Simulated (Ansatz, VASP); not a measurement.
## WSe2 in two plane-wave programs

One calculation is typed for both programs; each brings its own data sets. How far apart do they land? The structure shown comes from an earlier run, which isn't shown and may have moved the atoms alone.

Calculated with Ansatz 0.2.0; plane waves, with VASP 6.6.1 beside it; LDA.

## Step 1: Starting point

The structure is hexagonal, space group P6_3/mmc (No. 194). Conventional cell: a = 3.290 Å, b = 3.290 Å, c = 12.970 Å, α = 90.00°, β = 90.00°, γ = 120.00°. Nearest to W lie 6 Se at 2.52 Å. Se has 3 W at 2.52 Å nearest. Farther neighbours and most contacts between anions are not listed.

As a file:

```cif
data_structure
_symmetry_space_group_name_H-M 'P6_3/mmc'
_symmetry_Int_Tables_number 194
_cell_length_a 3.2900
_cell_length_b 3.2900
_cell_length_c 12.9700
_cell_angle_alpha 90.000
_cell_angle_beta 90.000
_cell_angle_gamma 120.000
_cell_volume 121.58
loop_
_atom_site_label
_atom_site_type_symbol
_atom_site_symmetry_multiplicity
_atom_site_Wyckoff_symbol
_atom_site_fract_x
_atom_site_fract_y
_atom_site_fract_z
_atom_site_occupancy
W1 W 2 c 0.33333 0.66667 0.25000 1
Se1 Se 4 f 0.33333 0.66667 0.62255 1
```

## Step 2: Ansatz: elastic constants, LDA

Ansatz runs on its default PAW (the set named soft_2) files.

Elastic constants are differences of stresses under small strains, so they test the stress and the mesh.

File input.yaml:

```yaml
crystal:
  lattice:
    - [3.29, 0.0, 0.0]
    - [-1.645, 2.8492235785, 0.0]
    - [0.0, 0.0, 12.97]
  atoms:
    - { symbol: W, position: [0.3333333333, 0.6666666667, 0.25] }
    - { symbol: W, position: [0.6666666667, 0.3333333333, 0.75] }
    - { symbol: Se, position: [0.3333333333, 0.6666666667, 0.6225479499] }
    - { symbol: Se, position: [0.6666666667, 0.3333333333, 0.1225479499] }
    - { symbol: Se, position: [0.3333333333, 0.6666666667, 0.8774520501] }
    - { symbol: Se, position: [0.6666666667, 0.3333333333, 0.3774520501] }
kpoints:
  mp_grid: { grid: [9, 9, 2] }
hamiltonian:
  xc: lda
scf:
  occupations: { method: gaussian, width: 0.02 }
output:
  forces: true
  stress: true
  eigenvalues: true
elastic:
  mode: relaxed_ion
  stencil: two_point
```

Command:

```console
$ ansatz run input.yaml --threads 8 --pin off --max-ram 16384MiB --backend cpu --events-out ev --progress --plain --runs-dir out
```

Numbers of over 12 decimals in the logs are rounded to 6 here.

The program printed:

```text
Engine: ansatz 0.2.0, aarch64-unknown-linux-gnu
Pseudopotentials: kind: paw
Pseudopotential: W, paw, valence charge 14, recommended cutoff 420 eV (normal), W.paw.azcp
Pseudopotential: Se, paw, valence charge 16, recommended cutoff 420 eV (normal), Se.paw.azcp
Functional definition: SPW92
  exchange = slater_x
  correlation = pw_c
Crystal: 6 atoms, lattice volume = 121.580 Å³
Basis set: ecut = 420 eV, 2419 PW (Γ)
Bands: 56, of which v1, the nominal top of the filled ones, is band 46 counted from 1 (45 counted from 0)
Symmetry: 24 space group operations
Space group: P63/mmc (ITA 194), of the structure as read, at distance tolerance 5.0e-5 Å
k-points: 24 of 162
Non-local potential: W, projectors of the file, l = 0: 3, l = 1: 2, l = 2: 2, l = 3: 1
Non-local potential: Se, projectors of the file, l = 0: 2, l = 1: 2, l = 2: 3, l = 3: 1
PAW form: soft (Blöchl's): semilocal exchange-correlation on the pseudo side does not see the compensation charge
PAW frozen core: W, regenerated for the run's functional, and the local potential with it (the file was generated under x = pbe(κ = 0.804, μ = 0.219515), c = pbe(β = 0.066725))
PAW frozen core: Se, regenerated for the run's functional, and the local potential with it (the file was generated under x = pbe(κ = 0.804, μ = 0.219515), c = pbe(β = 0.066725))
PAW one-centre angular grid: W, 590 points (default); XC on 64 Gauss nodes
PAW one-centre angular grid: Se, 590 points (default); XC on 64 Gauss nodes
Initial density: superposition of atomic densities (neutral atoms: chi_scale 0, normalization atom), corrected by the library's trained network
Initial wavefunctions: pseudopotential atomic-orbital guess
Functional: x = slater, c = lda
SCF iter   1: F=—  HF=-41796.341122 eV  |F-HF|=—  |Δ(HF+E_count)|=         —  Δρ=6.33e-3  dr2=2.84e-2  ethr=1.77e-3  ⟨swp⟩=6.4  Hψ=4887  notcnv=0  defer=1
preconditioner: auto → Resta (q_TF=auto, 2.604 Å⁻¹)  ε∞=6.0  [insulator: Δε(μ)=1.034 eV  Ē_g=8.998 eV  σ=0.020 eV  W_gap=1.00  n_scr=40 (ndim 8)  ℏωp=20.2 eV  f_vac=0.050  D(μ)=0.00/eV (n_scr^D=0)  ε∞_Penn≈6.0]
SCF iter   2: F=—  HF=-41796.339918 eV  |F-HF|=—  |Δ(HF+E_count)|=   1.20e-3  Δρ=3.55e-3  dr2=5.74e-3  ethr=3.09e-5  ⟨swp⟩=2.0  Hψ=2010  notcnv=0  defer=58
SCF iter   3: F=—  HF=-41796.340288 eV  |F-HF|=—  |Δ(HF+E_count)|=   3.70e-4  Δρ=1.56e-3  dr2=1.30e-3  ethr=6.24e-6  ⟨swp⟩=1.4  Hψ=1347  notcnv=0  defer=58
SCF iter   4: F=—  HF=-41796.340375 eV  |F-HF|=—  |Δ(HF+E_count)|=   8.76e-5  Δρ=1.38e-4  dr2=4.71e-5  ethr=1.42e-6  ⟨swp⟩=2.3  Hψ=1861  notcnv=0  defer=58
SCF iter   5: F=—  HF=-41796.340375 eV  |F-HF|=—  |Δ(HF+E_count)|=   3.79e-7  Δρ=4.09e-5  dr2=2.72e-6  ethr=5.12e-8  ⟨swp⟩=2.0  Hψ=2342  notcnv=0  defer=58
SCF iter   6: F=—  HF=-41796.340372 eV  |F-HF|=—  |Δ(HF+E_count)|=   3.07e-6  Δρ=2.46e-5  dr2=9.08e-7  ethr=2.96e-9  ⟨swp⟩=2.0  Hψ=2342  notcnv=0  defer=58
SCF iter   7: F=—  HF=-41796.340372 eV  |F-HF|=—  |Δ(HF+E_count)|=   1.20e-7  Δρ=4.50e-6  dr2=4.73e-8  ethr=9.87e-10  ⟨swp⟩=2.0  Hψ=2198  notcnv=0  defer=58
SCF iter   8: F=—  HF=-41796.340372 eV  |F-HF|=—  |Δ(HF+E_count)|=   4.16e-9  Δρ=1.02e-6  dr2=1.22e-9  ethr=5.14e-11  ⟨swp⟩=2.0  Hψ=2340  notcnv=0  defer=58
SCF iter   9: F=—  HF=-41796.340372 eV  |F-HF|=—  |Δ(HF+E_count)|=  6.33e-10  Δρ=2.09e-7  dr2=6.80e-11  ethr=1.33e-12  ⟨swp⟩=2.0  Hψ=1608  notcnv=0  defer=58
SCF iter  10: F=—  HF=-41796.340372 eV  |F-HF|=—  |Δ(HF+E_count)|=  2.18e-11  Δρ=4.07e-8  dr2=2.89e-12  ethr=7.39e-14 (applied; sched 1.00e-12)  ⟨swp⟩=2.0  Hψ=2340  notcnv=0  defer=58
[...]
SCF 1 converged in 12 iterations: F = -41796.340372 eV  dr2 = 3.07e-14
  greatest PAW one-centre occupation: 1.000 electrons in one spin orbital (limit 2), on the W atom at site 1 (counted from 0), in its partial waves of l = 0
Crystal: 6 atoms, lattice volume = 121.337 Å³
Symmetry: 8 space group operations
k-points: 50 of 162
Initial density: handed on by an earlier stage of this run
Initial wavefunctions: pseudopotential atomic-orbital guess (no wavefunctions were taken with the density)
[...]
preconditioner: auto → Resta (q_TF=auto, 2.605 Å⁻¹)  ε∞=6.0  [insulator: Δε(μ)=1.017 eV  Ē_g=9.036 eV  σ=0.020 eV  W_gap=1.00  n_scr=40 (ndim 8)  ℏωp=20.2 eV  f_vac=0.045  D(μ)=0.00/eV (n_scr^D=0)  ε∞_Penn≈6.0]
[...]
SCF 28 converged in 10 iterations: F = -41796.340343 eV  dr2 = 6.53e-15
relax step   2: F+E_penalty+E_count = -41796.34034284 eV  Δ(F+E_penalty+E_count) = -1.779e-4 eV  max|allowed force component| = 2.405e-4 eV/Å  Δτ_max = 0.0033 Å  (10 SCF iters, accepted)
[...]
SCF iter   2: F=—  HF=-41796.340343 eV  |F-HF|=—  |Δ(HF+E_count)|=   4.77e-8  Δρ=1.33e-5  dr2=9.40e-8  ethr=3.53e-10  ⟨swp⟩=1.0  Hψ=3250  notcnv=0  defer=109
SCF iter   3: F=—  HF=-41796.340343 eV  |F-HF|=—  |Δ(HF+E_count)|=   1.45e-8  Δρ=2.50e-6  dr2=3.37e-8  ethr=1.02e-10  ⟨swp⟩=2.0  Hψ=3565  notcnv=0  defer=109
SCF iter   4: F=—  HF=-41796.340343 eV  |F-HF|=—  |Δ(HF+E_count)|=   3.51e-9  Δρ=6.83e-7  dr2=4.25e-10  ethr=3.66e-11  ⟨swp⟩=2.0  Hψ=2962  notcnv=0  defer=109
SCF iter   5: F=—  HF=-41796.340343 eV  |F-HF|=—  |Δ(HF+E_count)|=  2.18e-11  Δρ=1.70e-7  dr2=3.36e-11  ethr=4.62e-13 (applied; sched 1.00e-12)  ⟨swp⟩=2.0  Hψ=4842  notcnv=0  defer=115
SCF iter   6: F=—  HF=-41796.340343 eV  |F-HF|=—  |Δ(HF+E_count)|=  4.37e-11  Δρ=6.85e-8  dr2=6.84e-12  ethr=3.66e-14 (applied; sched 1.00e-12)  ⟨swp⟩=2.0  Hψ=4882  notcnv=0  defer=118
SCF iter   7: F=—  HF=-41796.340343 eV  |F-HF|=—  |Δ(HF+E_count)|=    0.00e0  Δρ=1.76e-8  dr2=4.72e-13  ethr=7.44e-15 (applied; sched 1.00e-12)  ⟨swp⟩=2.0  Hψ=4816  notcnv=0  defer=118
SCF iter   8: F=-41796.340343 eV  HF=-41796.340343 eV  |F-HF|=1.46e-11  |Δ(HF+E_count)|=    0.00e0  Δρ=5.79e-9  dr2=9.39e-14  ethr=1.00e-12  ⟨swp⟩=4.1  Hψ=9839  notcnv=0
SCF 29 converged in 8 iterations: F = -41796.340343 eV  dr2 = 9.39e-14
relax step   3: F+E_penalty+E_count = -41796.34034285 eV  Δ(F+E_penalty+E_count) = -8.440e-9 eV  max|allowed force component| = 3.908e-5 eV/Å  Δτ_max = 0.0003 Å  (8 SCF iters, accepted)
iter 1 solved again at ethr=1.00e-12 eV; its pass at ethr=3.10e-3 eV (dr2=9.48e-14 eV) is discarded
SCF iter   1: F=—  HF=-41796.340343 eV  |F-HF|=—  |Δ(HF+E_count)|=         —  Δρ=5.80e-9  dr2=9.67e-14  ethr=1.00e-12  ⟨swp⟩=1.7  Hψ=8648  notcnv=0
SCF iter   2: F=-41796.340343 eV  HF=-41796.340343 eV  |F-HF|=0.00e0  |Δ(HF+E_count)|=  7.28e-12  Δρ=2.55e-9  dr2=1.40e-14  ethr=1.00e-12  ⟨swp⟩=5.1  Hψ=10752  notcnv=0
SCF 30 converged in 2 iterations: F = -41796.340343 eV  dr2 = 1.40e-14
SCF converged after 12 iterations
Free energy (F): -41796.340372 eV
Harris-Foulkes:  -41796.340372 eV  (|F-HF|=1.46e-11)
Internal energy: -41796.340372 eV  (E = F + TS)
E sigma→0 (E₀):  -41796.340372 eV
Fermi energy:    13.179383 eV
--- Per-component energies (eV) ---
  E_band       = -1719.879701
  E_kinetic    = 1383.908679
  E_local      = -11614.852632  (includes V_loc(G=0)·N_el)
  E_nonlocal   = -2341.447454
  E_hartree    = 5568.594871
  E_xc         = -947.620061
  E_vxc        = -875.976013  (∫ρ·V_xc dr)
  E_paw        = -23928.400601  (= ΣΔE_a)
  E_vpaw       = 591.300511  (= ΣTr[D̂ρ^β])
  E_aug_tail   = -0.002530  (compensation charges beyond the density's cutoff)
  E_ewald      = -9925.956400
  E_core_change = 9.435755  (= ΣΔE_core)
  E_smearing   = -0.000000  (= −TS)
  E_closure    = -0.000000  (closes the sum)
  Σ components = -41796.340372   (vs F -41796.340372, Δ=0.00e0)
--- Forces (eV/Å), atoms counted from 1 ---
  atom   1  W      0.00000000    -0.00000000     0.00000000
  atom   2  W      0.00000000     0.00000000     0.00000000
  atom   3  Se    -0.00000000    -0.00000000     0.00000040
  atom   4  Se    -0.00000000     0.00000000     0.00000040
  atom   5  Se    -0.00000000    -0.00000000    -0.00000040
  atom   6  Se     0.00000000     0.00000000    -0.00000040
  max |Σ_I F_I| component: 6.94e-18 eV/Å
--- Stress (GPa, compression-positive) ---
       -3.008301      -0.000000       0.000000
        0.000000      -3.008301       0.000000
        0.000000       0.000000      -0.725541
  P = ⅓ Tr σ = -2.2474 GPa (-22.474 kbar)
--- Band table (eV; the first three rows and the last of 24) ---
  k-point 0: bands = [... 42 lower, 11.0394, 11.5487, 11.5987, 12.6638, 15.2635, 15.2635, 15.3077, 15.3077, ... 6 higher]
  k-point 1: bands = [... 42 lower, 11.0144, 11.0144, 12.4475, 12.4475, 15.2717, 15.2717, 15.2717, 15.2717, ... 6 higher]
  k-point 2: bands = [... 42 lower, 10.9543, 11.5789, 11.7969, 12.3474, 14.7711, 14.9253, 15.0586, 15.1389, ... 6 higher]
  k-point 23: bands = [... 42 lower, 9.9435, 9.9435, 12.2479, 12.2479, 13.8571, 13.8571, 15.0750, 15.0750, ... 6 higher]
--- Elastic constants: 3 strain directions × 2 members + reference (group order 24) ---
  dense FFT box of the reference and of every strained cell: 24×24×90
  strains applied: 11, 33, 23; error gains: componentwise 1.00 (the most a stress slope's error grows in a printed constant), spectral 1.41 (1 for all six strains in a standard setting)
  C = ∂σ_k/∂η_j (tension-positive GPa; Voigt order 11 22 33 23 13 12):
       188.604     35.983      5.074      0.000      0.000     -0.000
        35.983    188.604      5.074      0.000      0.000     -0.000
         7.351      7.351     33.547      0.000      0.000      0.000
         0.000      0.000      0.000     15.995      0.000      0.000
         0.000      0.000      0.000      0.000     15.995      0.000
        -0.000      0.000     -0.000      0.000      0.000     76.311
  reference stress σ⁰ (GPa):      3.008      3.008      0.726     -0.000     -0.000     -0.000
  C* (energy form; C + prestress term) asymmetry max|C*_kj − C*_jk| = 6.173e-3 GPa — a small one proves nothing (zero by symmetry where the batch's group is 432, −43m or m−3m); a large one is finite-difference/SCF noise where every solve meets its electron count
  moduli (Voigt/Reuss/Hill, GPa): K = 56.40/27.95/42.17   G = 45.82/25.43/35.62   E = 83.39   ν = 0.170
  mechanically stable: yes (min eigenvalue of sym C = 15.99 GPa)
  strain η (Voigt 11):  stress-route row diagonal C_11 = 188.60 GPa, energy-path curvature d²(F+E_count+ΔE)/dδ²/Ω₀ = 189.05 GPa
         δ    σ_11 (GPa)             F (eV)   n_scf  n_hpsi   n_pw
    -2.000e-3       2.6278      -41796.3446592       2   20304   2432   relax 5 steps, max|allowed force component| 6.73e-6 eV/Å
     2.000e-3       3.3823      -41796.3355174       2   20368   2432   relax 3 steps, max|allowed force component| 2.54e-6 eV/Å
  strain η (Voigt 33):  stress-route row diagonal C_33 = 33.55 GPa, energy-path curvature d²(F+E_count+ΔE)/dδ²/Ω₀ = 33.54 GPa
         δ    σ_33 (GPa)             F (eV)   n_scf  n_hpsi   n_pw
    -2.000e-3       0.6566      -41796.3414147       2    9770   2432   relax 4 steps, max|allowed force component| 1.22e-6 eV/Å
     2.000e-3       0.7908      -41796.3392045       2    9789   2432   relax 3 steps, max|allowed force component| 1.53e-6 eV/Å
  strain η (Voigt 23):  stress-route row diagonal C_44 = 15.99 GPa, energy-path curvature d²(F+E_count+ΔE)/dδ²/Ω₀ = 15.37 GPa
         δ    σ_23 (GPa)             F (eV)   n_scf  n_hpsi   n_pw
    -2.000e-3      -0.0320      -41796.3403429       2   20354   2432   relax 5 steps, max|allowed force component| 3.07e-5 eV/Å
     2.000e-3       0.0320      -41796.3403429       2   20400   2432   relax 3 steps, max|allowed force component| 3.91e-5 eV/Å
```

The column dr2 measures how far the density is from self-consistency, as an energy; F and HF (Harris–Foulkes) agree once it is small.

(Continued in part 2 of 2.)

[Lines on the potential files, build, host, timing and source positions are cut from VASP's logs without a mark.]

[Logs are printed without paths, hosts, clocks, repeated set-up lines and the standing remarks that a program may print on its own settings, such as how far it seeks lower states.]

[Hosts, paths, dates, database ids (printed as entryN), source tags and the programs' standing remarks are cut or masked in the printed files.]
